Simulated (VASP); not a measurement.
Consider the following.

```
MoTe2
1.0
    1.74317    -3.01926     0.00000
    1.74317     3.01926     0.00000
    0.00000     0.00000    14.63041
Te Mo
4 2
Direct
  0.33333   0.66667   0.87338
  0.66667   0.33333   0.37338
  0.66667   0.33333   0.12662
  0.33333   0.66667   0.62662
  0.33333   0.66667   0.25000
  0.66667   0.33333   0.75000
```

These are AM05 GGA, VASP's PBE PAW potentials (set 64) (plane waves; VASP) values and carry that method's errors. Settings: 520 eV cut-off, 8×8×2 Γ-centred mesh, tetrahedra with Blöchl corrections, potentials Te Mo_sv.

The cores are frozen, which limits the accuracy of field gradients. Without a dispersion term in the relaxation, distances and binding between the weakly bound layers, chains or molecules are unreliable, and so is what depends on them.

Problem. Give the principal components of the electric field gradient (V/Å²) and the asymmetry η at each nucleus.

Solution. 
| atom | Vxx | Vyy | Vzz | η |
|---|---|---|---|---|
| Te1 | 96.0 | 96.0 | -192.0 | 0.00 |
| Te2 | 96.0 | 96.0 | -192.0 | 0.00 |
| Te3 | 96.0 | 96.0 | -192.0 | 0.00 |
| Te4 | 96.0 | 96.0 | -192.0 | 0.00 |
| Mo5 | 34.6 | 34.6 | -69.2 | 0.00 |
| Mo6 | 34.6 | 34.6 | -69.2 | 0.00 |

The compound is MoTe2 in the 2H layered structure. It was relaxed first.
